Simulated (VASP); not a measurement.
# TaMo2C3 (P-62m) in VASP: notebook

The runs below take TaMo2C3 through relaxation of cell and atoms, with PBE.

Program: VASP 6.6.1. These are calculated values, not measurements. Logs are shortened: lines on timing, memory, paths and dates and some standing lists are left out, and cuts for length are marked.

### 1 Starting point

Symmetry: P-62m, No. 189, hexagonal system. Conventional cell: a = 5.121 Å, b = 5.121 Å, c = 2.858 Å, α = 90.00°, β = 90.00°, γ = 120.00°. Ta (site symmetry -62m) has 6 C at 2.25 Å as nearest neighbours. Mo (site symmetry -6) has 6 C at 2.21 Å as nearest neighbours. C (site symmetry m2m) is surrounded by 4 Mo at 2.21 Å and 2 Ta at 2.25 Å.

The cell was built by a generator and needn't be a form met in nature.

### 2 Relaxation of cell and atoms, PBE

The input, INCAR:

```
PREC = Accurate
ENCUT = 520
EDIFF = 1E-6
ISMEAR = 0
SIGMA = 0.1
LREAL = False
LASPH = True
NELM = 120
ALGO = Normal
ISIF = 3
LWAVE = False
LCHARG = False
GGA = PE
IBRION = 2
NSW = 90
EDIFFG = -0.01
KPAR = 4
```

The input, KPOINTS:

```
regular mesh
0
Gamma
  8 8 10
```

The input, POSCAR:

```
TaMo2C3
1.0
    5.1211613400      0.0000000000      0.0000000000
   -2.5605806700      4.4350558200      0.0000000000
    0.0000000000      0.0000000000      2.8580000000
Ta Mo C
1 2 3
Direct
    0.0000000000      0.0000000000      0.0000000000
    0.6666666700      0.3333333300      0.0000000000
    0.3333333300      0.6666666700      0.0000000000
    0.3397773900      0.0000000000      0.5000000000
    0.6602226100      0.6602226100      0.5000000000
    0.0000000000      0.3397773900      0.5000000000
```

Potentials or basis: VASP PAW PBE potentials, release 64 (Ta_pv, Mo_sv, C).

Run with:

```console
$ cat potpaw_PBE.64/Ta_pv/POTCAR potpaw_PBE.64/Mo_sv/POTCAR potpaw_PBE.64/C/POTCAR > POTCAR
$ mpirun -np 4 vasp_std > vasp.out
```

OUTCAR:

```text
PREC = Accurate
   ENCUT = 520
   EDIFF = 1E-6
   ISMEAR = 0
   LREAL = False
   LASPH = True
   NELM = 120
   ISIF = 3
   GGA = PE
   IBRION = 2
   NSW = 90
   EDIFFG = -0.01

 ion  position               nearest neighbor table
   1  0.000  0.000  0.000-   4 2.25   4 2.25   6 2.25   5 2.25   5 2.25   6 2.25   2 2.96   3 2.96
                             2 2.96   3 2.96   2 2.96   3 2.96
   2  0.667  0.333  0.000-   6 2.21   6 2.21   4 2.21   4 2.21   5 2.21   5 2.21   3 2.96   1 2.96
                             3 2.96   1 2.96   1 2.96   3 2.96
   3  0.333  0.667  0.000-   4 2.21   4 2.21   6 2.21   6 2.21   5 2.21   5 2.21   1 2.96   2 2.96
                             2 2.96   1 2.96   1 2.96   2 2.96
   4  0.340  0.000  0.500-   3 2.21   3 2.21   2 2.21   2 2.21   1 2.25   1 2.25
   5  0.660  0.660  0.500-   3 2.21   3 2.21   2 2.21   2 2.21   1 2.25   1 2.25
   6  0.000  0.340  0.500-   2 2.21   2 2.21   3 2.21   3 2.21   1 2.25   1 2.25

  LATTYP: Found a hexagonal cell.
 ALAT       =     5.1211613400
 C/A-ratio  =     0.5580765397

  Lattice vectors:

 A1 = (   5.1211613400,   0.0000000000,   0.0000000000)
 A2 = (  -2.5605806700,   4.4350558200,   0.0000000000)
 A3 = (   0.0000000000,   0.0000000000,   2.8580000000)

Analysis of symmetry for initial positions (statically):
=====================================================================
 Subroutine PRICEL returns:
 Original cell was already a primitive cell.

 Routine SETGRP: Setting up the symmetry group for a
 hexagonal supercell.

 Subroutine GETGRP returns: Found 12 space group operations
 (whereof 12 operations were pure point group operations)
 out of a pool of 24 trial point group operations.

The static configuration has the point symmetry D_3h.

Analysis of symmetry for dynamics (positions and initial velocities):
=====================================================================
 Subroutine PRICEL returns:
 Original cell was already a primitive cell.

 Routine SETGRP: Setting up the symmetry group for a
 hexagonal supercell.

 Subroutine GETGRP returns: Found 12 space group operations
 (whereof 12 operations were pure point group operations)
 out of a pool of 24 trial point group operations.

The dynamic configuration has the point symmetry D_3h.

 Subroutine INISYM returns: Found 12 space group operations
 (whereof 12 operations are pure point group operations),
 and found     1 'primitive' translations

----------------------------------------------------------------------------------------

                                     Primitive cell

  volume of cell :      64.9127

  direct lattice vectors                    reciprocal lattice vectors
     5.121161340  0.000000000  0.000000000     0.195268208  0.112738153  0.000000000
    -2.560580670  4.435055820  0.000000000     0.000000000  0.225476305  0.000000000
     0.000000000  0.000000000  2.858000000     0.000000000  0.000000000  0.349895031

  length of vectors
     5.121161340  5.121161342  2.858000000     0.225476305  0.225476305  0.349895031

  position of ions in fractional coordinates (direct lattice)
     0.000000000  0.000000000  0.000000000
     0.666666670  0.333333330  0.000000000
     0.333333330  0.666666670  0.000000000
     0.339777390  0.000000000  0.500000000
     0.660222610  0.660222610  0.500000000
     0.000000000  0.339777390  0.500000000

  ion indices of the primitive-cell ions
   primitive index   ion index
                 1           1
                 2           2
                 3           3
                 4           4
                 5           5
                 6           6

----------------------------------------------------------------------------------------

 KPOINTS: regular mesh

Automatic generation of k-mesh.
 Grid dimensions read from file:
 generate k-points for:    8    8   10

 Generating k-lattice:

  Cartesian coordinates                     Fractional coordinates (reciprocal lattice)
     0.024408526  0.014092269  0.000000000     0.125000000  0.000000000  0.000000000
     0.000000000  0.028184538  0.000000000     0.000000000  0.125000000  0.000000000
     0.000000000  0.000000000  0.034989503     0.000000000  0.000000000  0.100000000

  Length of vectors
     0.028184538  0.028184538  0.034989503

  Shift w.r.t. Gamma in fractional coordinates (k-lattice)
     0.000000000  0.000000000  0.000000000

 Subroutine IBZKPT returns following result:
 ===========================================

 Found     60 irreducible k-points:

 Following reciprocal coordinates:
            Coordinates               Weight
  0.000000  0.000000  0.000000      1.000000
  0.125000  0.000000  0.000000      6.000000
  0.250000  0.000000  0.000000      6.000000
  0.375000  0.000000  0.000000      6.000000
  0.500000  0.000000  0.000000      3.000000
  0.125000  0.125000  0.000000      6.000000
[... 16 lines left out ...]
  0.250000  0.000000  0.200000     12.000000
  0.375000  0.000000  0.200000     12.000000
 [... further k-points ...]
   k-points           NKPTS =     60   k-points in BZ     NKDIM =     60   number of bands    NBANDS=     30
   number of dos      NEDOS =    301   number of ions     NIONS =      6
   total plane-waves  NPLWV =  38400
   dimension x,y,z NGX =    40 NGY =   40 NGZ =   24
   dimension x,y,z NGXF=    80 NGYF=   80 NGZF=   48
   ions per type =               1   2   3
   NGX,Y,Z   is equivalent  to a cutoff of  12.99, 12.99, 13.96 a.u.
   NGXF,Y,Z  is equivalent  to a cutoff of  25.97, 25.97, 27.92 a.u.
 SYSTEM =  unknown system
   PREC   = accura    normal or accurate (medium, high low for compatibility)
   ISTART =      0    job   : 0-new  1-cont  2-samecut
   ICHARG =      2    charge: 1-file 2-atom 10-const
   ISPIN  =      1    spin polarized calculation?
   LNONCOLLINEAR =      F non collinear calculations
   LSORBIT =      F    spin-orbit coupling
   LASPH  =      T    aspherical Exc in radial PAW
   ENCUT  =  520.0 eV  38.22 Ry    6.18 a.u.   9.52  9.52  5.31*2*pi/ulx,y,z
   NELM   =    120;   NELMIN=  2; NELMDL= -5     # of ELM steps
   EDIFF  = 0.1E-05   stopping-criterion for ELM
   LREAL  =      F    real-space projection
   EDIFFG = -.1E-01   stopping-criterion for IOM
   NSW    =     90    number of steps for IOM
   IBRION =      2    ionic relax: 0-MD 1-quasi-New 2-CG
   NFREE  =      1    steps in history (QN), initial steepest desc. (CG)
   ISIF   =      3    stress and relaxation
   ISYM   =      2    0-nonsym 1-usesym 2-fastsym
   POTIM  = 0.5000    time-step for ionic-motion
   TEBEG  =    0.0;   TEEND  =   0.0 temperature during run
   PSTRESS=    0.0 pullay stress
   NELECT =      51.0000    total number of electrons
   NUPDOWN=      -1.0000    fix difference up-down
   EMIN   =  10.00;   EMAX   =-10.00  energy-range for DOS
   EFERMI =   0.00;   METHOD = LEGACY
   ISMEAR =     0;   SIGMA  =   0.10  broadening in eV -4-tet -1-fermi 0-gaus
   EFERMI_NEDOS =   21; number of points for ismear=-14 and -15
   IALGO  =     38    algorithm
   IMIX   =      4    mixing-type and parameters
     AMIX     =   0.40;   BMIX     =  1.00
     AMIX_MAG =   1.60;   BMIX_MAG =  1.00
  volume/ion in A,a.u.               =      10.82        73.01
  Fermi-wavevector in a.u.,A,eV,Ry     =   1.510619  2.854656 31.048087  2.281970
  Thomas-Fermi vector in A             =   2.620785
   LORBIT       =      0    0 simple, 1 ext, 2 COOP (PROOUT), +10 PAW based schemes
   GGA     = PE    functional components
   LHFCALC =     F    Hartree Fock is set to
   AEXX    =    0.0000 exact exchange contribution
   IVDW    =     0    specifies the selected vdW correction
   LEPSILON=     F    determine dielectric tensor
   LRPA    =     F    only Hartree local field effects (RPA)
 conjugate gradient relaxation of ions
 non-spin polarized calculation
 Gauss-broadening in eV      SIGMA  =   0.10
  energy-cutoff  :      520.00
  volume of cell :       64.91
 maximum number of plane-waves:      1774
 NGX is ok and might be reduce to    40
   NGX = 19   NGY = 19   NGZ = 11

--------------------------------------- Ionic step        1  -------------------------------------------

 number of electron      51.0000003 magnetization

 Free energy of the ion-electron system (eV)
  ---------------------------------------------------
  ext. energy  EPLUGINS =         0.00000000
  ---------------------------------------------------
  free energy    TOTEN  =       -62.18292154 eV

  energy without entropy =      -62.17241882  energy(sigma->0) =      -62.17767018

------------------------ aborting loop because EDIFF is reached ----------------------------------------

  FORCE on cell =-STRESS in cart. coord.  units (eV):
  Direction    XX          YY          ZZ          XY          YZ          ZX
  --------------------------------------------------------------------------------------
  -------------------------------------------------------------------------------------
  Total        0.0506215      0.0506215     -0.9772411      0.0000000      0.0000000      0.0000000
  in kB        1.2494420      1.2494420    -24.1202906      0.0000000      0.0000000      0.0000000
  external PRESSURE =      -7.2071356 kB  Pullay stress =       0.0000000 kB
[... 305 lines left out ...]
  energy  without entropy=      -62.1738047671  energy(sigma->0) =      -62.17923630

--------------------------------------- Ionic step        9  -------------------------------------------

 number of electron      51.0000003 magnetization

 Free energy of the ion-electron system (eV)
  ---------------------------------------------------
  ext. energy  EPLUGINS =         0.00000000
  ---------------------------------------------------
  free energy    TOTEN  =       -62.18468314 eV

  energy without entropy =      -62.17381906  energy(sigma->0) =      -62.17925110

 E-fermi :   9.6360     XC(G=0): -13.3294

 val. band max:        9.5989686527   @ k =   0.2500   0.0000   0.3000
 cond. band min:       9.6593991628   @ k =   0.3750   0.1250   0.3000
 fundamental gap:      0.0604305100
 Fermi energy:         9.6360414372

 k-point     1 :       0.0000    0.0000    0.0000
  band No.  band energies     occupation
      1     -51.1713      2.00000
      2     -51.1009      2.00000
      3     -25.4700      2.00000
      4     -25.4700      2.00000
      5     -25.1964      2.00000
      6     -25.1964      2.00000
[... 781 lines left out ...]
     29      13.1117      0.00000
     30      13.6104      0.00000

 [... further k-points ...]
[... 5 lines left out ...]
  --------------------------------------------------------------------------------------
  -------------------------------------------------------------------------------------
  Total       -0.0164989     -0.0164989      0.0031068      0.0000000      0.0000000      0.0000000
  in kB       -0.4078944     -0.4078944      0.0768091      0.0000000      0.0000000      0.0000000
  external PRESSURE =      -0.2463265 kB  Pullay stress =       0.0000000 kB
[... 21 lines left out ...]
  FREE ENERGIE OF THE ION-ELECTRON SYSTEM (eV)
  ---------------------------------------------------
  free  energy   TOTEN  =       -62.1846831362 eV

  energy  without entropy=      -62.1738190564  energy(sigma->0) =      -62.17925110

 reached required accuracy - stopping structural energy minimisation
```

Run time: 2.2 min. Hardware: 4 MPI ranks of Intel Xeon Platinum 8488C (Sapphire Rapids), shared host; peak memory 0.27 GiB.

Results:

- Free energy: -62.1847 eV
- Relaxed volume: 10.80 Å³/atom
- Relaxed cell: a = 5.126 Å, b = 5.126 Å, c = 2.848 Å, α = 90.00°, β = 90.00°, γ = 120.00°
- Space group after relaxing (to 0.05 Å): P-62m (No. 189)
- Energy gained by relaxing: 0.3 meV/atom
- Ionic steps: 9
- Pressure after relaxing: 0.0 GPa
- Band gap on the k mesh: none (metal or under the smearing width)

Forces on the atoms (eV/Å):
```
Ta   0.000  0.000  0.000
Mo   0.000  0.000  0.000
Mo   0.000  0.000  0.000
C    0.003  0.000  0.000
C   -0.001 -0.002  0.000
C   -0.001  0.002  0.000
```

Step by step:
```
step  energy change (eV)  largest force (eV/Å)  pressure (GPa)  volume (Å³)
   1              0.0000                0.0199           -0.72        64.91
   2              0.0018                0.0257            1.98        64.46
   3             -0.0016                0.0217            0.35        64.73
   4             -0.0016                0.0058           -0.38        64.89
   5             -0.0017                0.0138           -0.02        64.81
   6             -0.0017                0.0134           -0.02        64.81
   7             -0.0017                0.0097           -0.20        64.85
   8             -0.0017                0.0135           -0.03        64.81
   9             -0.0018                0.0029           -0.02        64.81
```

Final structure:
```
Ta Mo C
1.0
     5.12579    0.00000    0.00000
    -2.56290    4.43907    0.00000
     0.00000    0.00000    2.84816
Ta Mo C
1 2 3
Cartesian
  0.0000 0.0000 2.8482
  2.5629 1.4797 2.8482
  0.0000 2.9594 0.0000
  1.7431 0.0000 1.4241
  1.6913 2.9295 1.4241
  -0.8716 1.5096 1.4241
```

Levels at points of the mesh, in eV from the Fermi level:
| k point | band 21 | band 22 | band 23 | band 24 | band 25 | band 26 | band 27 | band 28 | band 29 | band 30 |
| --- | --- | --- | --- | --- | --- | --- | --- | --- | --- | --- |
| (0.00, 0.00, 0.00) | -2.67 | -2.63 | -2.63 | 0.83 | 0.98 | 0.98 | 1.24 | 1.24 | 2.00 | 2.82 |
| (0.50, 0.00, 0.00) | -2.01 | -1.91 | -1.62 | -1.44 | -1.10 | 0.07 | 1.77 | 2.68 | 3.20 | 3.32 |
| (0.00, 0.00, 0.50) | -1.46 | -0.98 | -0.56 | -0.48 | -0.48 | 0.38 | 0.38 | 3.42 | 3.54 | 4.55 |
| (0.50, 0.00, 0.50) | -3.30 | -1.67 | -1.56 | -1.46 | -1.00 | 0.96 | 1.80 | 3.07 | 3.96 | 4.31 |

Spin-orbit coupling is left out, which matters for the levels of Ta.

### 3 Relaxation of cell and atoms, PBE

INCAR: that of step 2 with these lines changed.

```diff
@@ -2,3 +2,3 @@
 ENCUT = 520
-EDIFF = 1E-6
+EDIFF = 1E-7
 ISMEAR = 0
@@ -14,4 +14,5 @@
 IBRION = 2
-NSW = 90
-EDIFFG = -0.01
+NSW = 60
+EDIFFG = -0.005
+POTIM = 0.3
 KPAR = 4
```

KPOINTS is that of step 2.

The input, POSCAR:

```
TaMo2C3                                 
1.0
    5.1257923411     -0.0000000000     -0.0000000000
   -2.5628961705      4.4390663846      0.0000000000
    0.0000000000      0.0000000000      2.8481595215
  Ta              Mo              C             
     1     2     3
Direct
     0.0000000000000000    0.0000000000000000    1.0000000000000000
     0.6666666699999979    0.3333333300000021    1.0000000000000000
     0.3333333300000021    0.6666666699999979    0.0000000000000000
     0.3400725197427778    0.0000000000000000    0.5000000000000000
     0.6599274802572220    0.6599274802572218    0.5000000000000000
     0.0000000000000000    0.3400725197427781    0.5000000000000000
```

Potentials or basis: VASP PAW PBE potentials, release 64 (Ta_pv, Mo_sv, C).

Run with:

```console
$ cat potpaw_PBE.64/Ta_pv/POTCAR potpaw_PBE.64/Mo_sv/POTCAR potpaw_PBE.64/C/POTCAR > POTCAR
$ mpirun -np 4 vasp_std > vasp.out
```

It took 29 s on 4 MPI ranks of Intel Xeon Platinum 8488C (Sapphire Rapids), shared host; peak memory 0.26 GiB.

It converged, with:

* Free energy: -62.1846 eV
* Pressure after relaxing: 0.0 GPa
* Largest force after relaxing: 0.003 eV/Å
* Band gap on the k mesh: none (metal or under the smearing width)

Forces on the atoms (eV/Å):
```
Ta   0.000  0.000  0.000
Mo   0.000  0.000  0.000
Mo   0.000  0.000  0.000
C    0.003  0.000  0.000
C   -0.002 -0.003  0.000
C   -0.002  0.003  0.000
```

Final structure:
```cif
data_structure
_symmetry_space_group_name_H-M 'P 1'
_symmetry_Int_Tables_number 1
_cell_length_a 5.1258
_cell_length_b 5.1258
_cell_length_c 2.8482
_cell_angle_alpha 90.000
_cell_angle_beta 90.000
_cell_angle_gamma 120.000
_cell_volume 64.81
loop_
_atom_site_label
_atom_site_type_symbol
_atom_site_fract_x
_atom_site_fract_y
_atom_site_fract_z
_atom_site_occupancy
Ta1 Ta 0.00000 0.00000 0.00000 1
Mo1 Mo 0.66667 0.33333 0.00000 1
Mo2 Mo 0.33333 0.66667 0.00000 1
C1 C 0.34007 0.00000 0.50000 1
C2 C 0.65993 0.65993 0.50000 1
C3 C 0.00000 0.34007 0.50000 1
```

Levels at points of the mesh, in eV from the Fermi level:
| k point | band 23 | band 24 | band 25 | band 26 | band 27 | band 28 |
| --- | --- | --- | --- | --- | --- | --- |
| (0.00, 0.00, 0.00) | -2.63 | 0.83 | 0.98 | 0.98 | 1.24 | 1.24 |
| (0.50, 0.00, 0.00) | -1.62 | -1.44 | -1.10 | 0.07 | 1.77 | 2.68 |
| (0.00, 0.00, 0.50) | -0.56 | -0.48 | -0.48 | 0.38 | 0.38 | 3.42 |
| (0.50, 0.00, 0.50) | -1.56 | -1.46 | -1.00 | 0.96 | 1.80 | 3.07 |

Caveat: the relaxation stopped at its first step, so nothing moved. The run has no spin-orbit coupling, so splittings on Ta are missing.
